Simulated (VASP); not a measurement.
Data:

```yaml
crystal:
  lattice:
    - [3.84387, 0.00000, 0.00000]
    - [-1.92194, 3.32889, 0.00000]
    - [0.00000, 0.00000, 17.17063]
  atoms:
    - { symbol: Ti, position: [0.00000, 0.00000, 0.50000] }
    - { symbol: Te, position: [0.33333, 0.66667, 0.59233] }
    - { symbol: Te, position: [0.66667, 0.33333, 0.40767] }
```

The numbers are results of PBE GGA, VASP's PBE PAW potentials (set 64) (plane waves; VASP), not measurements. Run with 300 eV cut-off, 5×5×1 Γ-centred mesh, Gaussian smearing of 0.20 eV, potentials Ti_sv Te.

The cell holds a wide vacuum, so values per volume refer to the whole cell. Unless said otherwise, spin-orbit coupling is left out, though it shifts the bands of the heavy elements here.

### Question
What does the run give for the energy per atom (σ→0), largest force, band gap (on the k-mesh) with the smallest direct gap where there is one?

### Answer

```json
{
 "band gap (on the k-mesh)": "none (metal, semimetal or under 0.01 eV)",
 "energy per atom (σ→0)": "-5.341 eV/atom",
 "largest_force": "1.056 eV/Å"
}
```

The absolute energy has meaning only against runs of the same code, potentials and settings.

The cell is a sheet with vacuum, built from a generated structure.
